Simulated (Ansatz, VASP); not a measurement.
# EuO: VASP beside Ansatz

One calculation is typed for both programs; each brings its own data sets and cutoff. How far apart do they land?

Calculated with Ansatz 0.2.0; plane waves, with VASP 6.6.1 beside it; single point at PBE, DFT+U.

### Step 1. The starting structure

It takes space group Fm-3m (No. 225, cubic). The conventional cell has a = 5.144 Å, b = 5.144 Å, c = 5.144 Å, α = 90.00°, β = 90.00°, γ = 90.00°. Nearest to Eu lie 6 O at 2.57 Å. Nearest to O lie 6 Eu at 2.57 Å. Farther neighbours and most contacts between anions are not listed.

### Step 2. VASP: single point, PBE, DFT+U

A single point gives forces, pressure and levels at one fixed geometry, so differences don't come from the geometry; what else differs is listed under the comparison.

Lines of VASP's logs that name or quote its potential files are left out, and so is its time.

Input file INCAR:

```
SYSTEM = EuO
PREC = Accurate
ENCUT = 480
EDIFF = 1E-06
NELM = 150
ISMEAR = -1
SIGMA = 0.1
LREAL = .FALSE.
ALGO = Normal
GGA = PE
NBANDS = 31
ISPIN = 2
MAGMOM = 7 -7 0 0
LDAU = .TRUE.
LDAUTYPE = 2
LDAUL = 3 -1
LDAUU = 6 0
LDAUJ = 0 0
LDAUPRINT = 1
LASPH = .TRUE.
LMAXMIX = 6
AMIX = 0.2
BMIX = 1E-04
AMIX_MAG = 0.8
BMIX_MAG = 1E-04
LORBIT = 11
LWAVE = .FALSE.
LCHARG = .TRUE.
KPAR = 4
```

Input file POSCAR:

```
EuO
1.0
    0.0000000000      2.5719500000      2.5719500000
    5.1439000000      0.0000000000      5.1439000000
    5.1439000000      2.5719500000      2.5719500000
Eu O
2 2
Direct
    0.0000000000      0.0000000000      0.0000000000
    0.0000000000      0.5000000000      0.0000000000
    0.5000000000      0.0000000000      0.5000000000
    0.5000000000      0.5000000000      0.5000000000
```

Input file KPOINTS:

```
Automatic mesh
0
Gamma
10 5 10
0 0 0
```

Potentials, in the order of the species: Eu and O (PBE family, release 64).

Run with:

```sh
$ mpirun -np 4 vasp_std
```

Numbers of over 12 decimals in the logs are rounded to 6 here.

The program printed:

```text
[banner, memory and clock lines left out]
running    4 mpi-ranks, on    1 nodes
 distrk:  each k-point on    1 cores,    4 groups
 distr:  one band on    1 cores,    1 groups

 POSCAR found type information on POSCAR EuO
 POSCAR found :  2 types and       4 ions
 LDA part: xc-table for (Slater+PW92), standard interpolation
 POSCAR, INCAR and KPOINTS ok, starting setup
 FFT: planning ... GRIDC
 FFT: planning ... GRID_SOFT
 FFT: planning ... GRID
 WAVECAR not read
 entering main loop
       N       E                     dE             d eps       ncg     rms          rms(c)
DAV:   1     0.405342548454E+03    0.40534E+03   -0.16107E+04 10755   0.628E+03
DAV:   2     0.667389162403E+02   -0.33860E+03   -0.30024E+03 11541   0.546E+02
DAV:   3    -0.212775025528E+02   -0.88016E+02   -0.85659E+02 13694   0.330E+02
DAV:   4    -0.310560364013E+02   -0.97785E+01   -0.97050E+01 14987   0.986E+01
DAV:   5    -0.326731561608E+02   -0.16171E+01   -0.16129E+01 15416   0.343E+01    0.458E+01
DAV:   6    -0.422929752846E+02   -0.96198E+01   -0.10241E+01 14902   0.431E+01    0.339E+01
DAV:   7    -0.423484703916E+02   -0.55495E-01   -0.38289E+00 15120   0.259E+01    0.243E+01
DAV:   8    -0.422228248377E+02    0.12565E+00   -0.82864E-01 15232   0.201E+01    0.196E+01
DAV:   9    -0.421966685765E+02    0.26156E-01   -0.22045E-01 14049   0.981E+00    0.143E+01
DAV:  10    -0.422061908525E+02   -0.95223E-02   -0.19172E-01 13749   0.100E+01    0.924E+00
DAV:  11    -0.422121383882E+02   -0.59475E-02   -0.63105E-02 13102   0.478E+00    0.369E+00
DAV:  12    -0.422103337769E+02    0.18046E-02   -0.34318E-02 14006   0.427E+00    0.131E+00
DAV:  13    -0.422112413220E+02   -0.90755E-03   -0.11476E-02 11777   0.828E-01    0.511E-01
DAV:  14    -0.422115839561E+02   -0.34263E-03   -0.45436E-03 14578   0.700E-01    0.487E-01
DAV:  15    -0.422116742559E+02   -0.90300E-04   -0.93538E-04 12281   0.226E-01    0.460E-01
DAV:  16    -0.422117237828E+02   -0.49527E-04   -0.38226E-04 14654   0.185E-01    0.271E-01
DAV:  17    -0.422117313783E+02   -0.75955E-05   -0.81636E-05 13166   0.128E-01    0.868E-02
DAV:  18    -0.422117384570E+02   -0.70788E-05   -0.53280E-05 14891   0.111E-01    0.846E-02
DAV:  19    -0.422117407729E+02   -0.23159E-05   -0.24471E-05 10640   0.302E-02    0.733E-02
DAV:  20    -0.422117418022E+02   -0.10293E-05   -0.93895E-06  9918   0.336E-02    0.107E-01
DAV:  21    -0.422117415284E+02    0.27388E-06   -0.11003E-06  6251   0.250E-02
   1 F= -.42211742E+02 E0= -.42207804E+02  d E =-.787581E-02  mag=     0.0000
```

Parts of OUTCAR (step 2):

```text
ion  position               nearest neighbor table
   1  0.000  0.000  0.000-   3 2.57   4 2.57   4 2.57   3 2.57   4 2.57   4 2.57
   2  0.000  0.500  0.000-   3 2.57   4 2.57   3 2.57   4 2.57   3 2.57   3 2.57
   3  0.500  0.000  0.500-   1 2.57   2 2.57   2 2.57   1 2.57   2 2.57   2 2.57
   4  0.500  0.500  0.500-   1 2.57   2 2.57   1 2.57   2 2.57   1 2.57   1 2.57

  LATTYP: Found a simple tetragonal cell.
 ALAT       =     3.6372865717
 C/A-ratio  =     1.4142135624

 Subroutine GETGRP returns: Found 16 space group operations
 (whereof 16 operations were pure point group operations)

The static configuration has the point symmetry D_4h.

 Found     63 irreducible k-points:

   k-points           NKPTS =     63   k-points in BZ     NKDIM =     63   number of bands    NBANDS=     31

   dimension x,y,z NGX =    28 NGY =   54 NGZ =   48
   dimension x,y,z NGXF=    56 NGYF=  108 NGZF=   96

   ENCUT  =  480.0 eV  35.28 Ry    5.94 a.u.   6.50 13.00 11.25*2*pi/ulx,y,z

   NELECT =      46.0000    total number of electrons

 k-points in reciprocal lattice and weights: Automatic mesh
   0.00000000  0.00000000  0.00000000       0.002
   0.10000000  0.00000000  0.00000000       0.016
   0.20000000  0.00000000  0.00000000       0.016
   0.30000000  0.00000000  0.00000000       0.016
   0.40000000  0.00000000  0.00000000       0.016
   0.50000000  0.00000000  0.00000000       0.004
   0.00000000  0.20000000  0.00000000       0.008
   0.10000000  0.20000000  0.00000000       0.032
   0.20000000  0.20000000  0.00000000       0.016
[...]
-0.10000000  0.40000000  0.40000000       0.008
   0.50000000  0.00000000  0.50000000       0.002

atom =   1  type =  1  l = 3

 onsite density matrix

spin component  1

  0.9761 -0.0000 -0.0013 -0.0000  0.0000  0.0000 -0.0000
 -0.0000  0.9646 -0.0000  0.0000  0.0000  0.0000  0.0000
 -0.0013 -0.0000  0.9737  0.0000  0.0000  0.0000 -0.0000
 -0.0000  0.0000  0.0000  0.9739  0.0000 -0.0015  0.0000
  0.0000  0.0000  0.0000  0.0000  0.9764 -0.0000  0.0001
  0.0000  0.0000  0.0000 -0.0015 -0.0000  0.9759  0.0000
 -0.0000  0.0000 -0.0000  0.0000  0.0001  0.0000  0.9764

spin component  2

  0.0034 -0.0000  0.0016 -0.0000  0.0000 -0.0000 -0.0000
 -0.0000  0.0003  0.0000 -0.0000 -0.0000 -0.0000 -0.0000
  0.0016  0.0000  0.0026 -0.0000  0.0000 -0.0000 -0.0000
 -0.0000 -0.0000 -0.0000  0.0046 -0.0000 -0.0000 -0.0000
[...]
o =  0.0046  v =  0.0000 -0.0000  0.0000  1.0000 -0.0000 -0.0096  0.0000  0.0000  0.0000  0.0000  0.0000  0.0000  0.0000  0.0000      0.0000  0.0000  0.0000  0.0000  0.0000  0.0000  0.0000  0.0000  0.0000  0.0000  0.0000  0.0000  0.0000  0.0000
  o =  0.9646  v =  0.0000  0.0000  0.0000  0.0000  0.0000  0.0000  0.0000  0.0000 -1.0000 -0.0000  0.0000  0.0000  0.0000 -0.0000      0.0000  0.0000  0.0000  0.0000  0.0000  0.0000  0.0000  0.0000  0.0000  0.0000  0.0000  0.0000  0.0000  0.0000
  o =  0.9731  v =  0.0000  0.0000  0.0000  0.0000  0.0000  0.0000  0.0000 -0.4043  0.0000 -0.9146  0.0000  0.0000 -0.0000 -0.0000      0.0000  0.0000  0.0000  0.0000  0.0000  0.0000  0.0000  0.0000  0.0000  0.0000  0.0000  0.0000  0.0000  0.0000
  o =  0.9731  v =  0.0000  0.0000  0.0000  0.0000  0.0000  0.0000  0.0000  0.0000 -0.0000 -0.0000 -0.8797  0.0000 -0.4755  0.0000      0.0000  0.0000  0.0000  0.0000  0.0000  0.0000  0.0000  0.0000  0.0000  0.0000  0.0000  0.0000  0.0000  0.0000
  o =  0.9763  v =  0.0000  0.0000  0.0000  0.0000  0.0000  0.0000  0.0000  0.0000  0.0000  0.0000 -0.0000  0.6124  0.0000 -0.7906      0.0000  0.0000  0.0000  0.0000  0.0000  0.0000  0.0000  0.0000  0.0000  0.0000  0.0000  0.0000  0.0000  0.0000
  o =  0.9765  v =  0.0000  0.0000  0.0000  0.0000  0.0000  0.0000  0.0000  0.0000  0.0000  0.0000  0.0000 -0.7906 -0.0000 -0.6124      0.0000  0.0000  0.0000  0.0000  0.0000  0.0000  0.0000  0.0000  0.0000  0.0000  0.0000  0.0000  0.0000  0.0000
  o =  0.9767  v =  0.0000  0.0000  0.0000  0.0000  0.0000  0.0000  0.0000  0.0000  0.0000  0.0000  0.4755  0.0000 -0.8797  0.0000      0.0000  0.0000  0.0000  0.0000  0.0000  0.0000  0.0000  0.0000  0.0000  0.0000  0.0000  0.0000  0.0000  0.0000
  o =  0.9767  v =  0.0000  0.0000  0.0000  0.0000  0.0000  0.0000  0.0000 -0.9146 -0.0000  0.4043 -0.0000 -0.0000  0.0000  0.0000      0.0000  0.0000  0.0000  0.0000  0.0000  0.0000  0.0000  0.0000  0.0000  0.0000  0.0000  0.0000  0.0000  0.0000

 average (electrostatic) potential at core
       1 -36.7054       2 -36.7054       3 -71.3391       4 -71.3391

 E-fermi :   3.9857

 spin component 1
 k-point     1 :       0.0000    0.0000    0.0000
  band No.  band energies     occupation
    ...
     19       3.2167      0.99954
     20       3.2167      0.99954
     21       3.4180      0.99659
     22       3.5935      0.98057
     23       3.5935      0.98057
     24       4.0117      0.43530
     25       4.9378      0.00007
     26       7.0325      0.00000
     27       7.0325      0.00000
     28       7.1346      0.00000
    ...

 k-point     2 :       0.1000    0.0000    0.0000
  band No.  band energies     occupation
    ...
     19       3.1808      0.99968
     20       3.2061      0.99959
     21       3.3617      0.99805
     22       3.4447      0.99555
     23       3.5314      0.98946
     24       4.4251      0.01220
     25       5.4474      0.00000
     26       6.9775      0.00000
     27       7.2382      0.00000
     28       7.3175      0.00000
    ...

 k-point     3 :       0.2000    0.0000    0.0000
  band No.  band energies     occupation
    ...
     19       3.1203      0.99983
     20       3.1822      0.99968
     21       3.2609      0.99929
     22       3.2945      0.99901
     23       3.4022      0.99708
     24       5.3378      0.00000
     25       6.6023      0.00000
     26       6.9472      0.00000
     27       7.8069      0.00000
     28       7.8931      0.00000
    ...

 k-point     4 :       0.3000    0.0000    0.0000
  band No.  band energies     occupation
    ...
     19       3.0904      0.99987
     20       3.1573      0.99975
     21       3.1841      0.99967
     22       3.2177      0.99954
     23       3.2892      0.99906
     24       6.5028      0.00000
     25       7.0333      0.00000
     26       8.0523      0.00000
     27       8.5537      0.00000
     28       8.5838      0.00000
    ...

 k-point     5 :       0.4000    0.0000    0.0000
  band No.  band energies     occupation
    ...
     19       3.0860      0.99988
     20       3.1360      0.99980
     21       3.1382      0.99979
     22       3.2022      0.99960
     23       3.2245      0.99951
     24       7.2732      0.00000
     25       7.3487      0.00000
     26       8.8162      0.00000
     27       9.2359      0.00000
     28       9.3872      0.00000
    ...

 k-point     6 :       0.5000    0.0000    0.0000
  band No.  band energies     occupation
    ...
     19       3.0850      0.99988
     20       3.1218      0.99982
     21       3.1307      0.99981
     22       3.2021      0.99960
     23       3.2050      0.99959
     24       7.3739      0.00000
     25       7.5134      0.00000
     26       9.4174      0.00000
     27       9.6990      0.00000
     28       9.7199      0.00000
    ...

  Total        0.6529512      0.5348051      0.5348051      0.0000000      0.0000000     -0.0000000
  in kB       15.3724734     12.5909513     12.5909513      0.0000000      0.0000000     -0.0000000
  external PRESSURE =      13.5181253 kB  Pullay stress =       0.0000000 kB

  energy-cutoff  :      480.00
  volume of cell :       68.05
      direct lattice vectors                 reciprocal lattice vectors
     0.000000000  2.571950000  2.571950000    -0.194405023  0.194405023  0.194405023
     5.143900000  0.000000000  5.143900000     0.000000000 -0.194405023  0.194405023
     5.143900000  2.571950000  2.571950000     0.194405023  0.194405023 -0.194405023

 POSITION                                       TOTAL-FORCE (eV/Angst)
 -----------------------------------------------------------------------------------
      0.00000      0.00000      0.00000        -0.000000     -0.000000      0.000000
      2.57195      0.00000      2.57195         0.000000     -0.000000     -0.000000
      2.57195      2.57195      2.57195        -0.000000     -0.000000      0.000000
      5.14390      2.57195      5.14390         0.000000      0.000000     -0.000000
 -----------------------------------------------------------------------------------
    total drift:                                0.000000      0.000000      0.000000

  FREE ENERGIE OF THE ION-ELECTRON SYSTEM (eV)
  ---------------------------------------------------
  free  energy   TOTEN  =       -42.2117415284 eV

  energy  without entropy=      -42.2038657221  energy(sigma->0) =      -42.20780363

 total charge
# of ion       s       p       d       f       tot
--------------------------------------------------
    1        2.033   5.804   0.296   6.826  14.960
    2        2.033   5.804   0.296   6.826  14.960
    3        1.559   3.408   0.000   0.000   4.968
    4        1.559   3.408   0.000   0.000   4.968
--------------------------------------------------
tot          7.184  18.426   0.593  13.653  39.855

 magnetization (x)
# of ion       s       p       d       f       tot
--------------------------------------------------
    1       -0.015  -0.117   0.040   6.792   6.699
    2        0.015   0.117  -0.040  -6.792  -6.699
    3        0.002   0.030   0.000   0.000   0.032
    4       -0.002  -0.030   0.000   0.000  -0.032
--------------------------------------------------
tot          0.000   0.000   0.000   0.000   0.000

[... 1 further part left out ...]
```

The magnetic state follows from one typed start and may not be the lowest.

(Continued in part 2 of 2.)

[Lines on the potential files, build, host, timing and source positions are cut from VASP's logs without a mark.]

[Logs are printed without paths, hosts, clocks, repeated set-up lines and the standing remarks that a program may print on its own settings, such as how far it seeks lower states.]

[Hosts, paths, dates, database ids (printed as entryN), source tags and the programs' standing remarks are cut or masked in the printed files.]
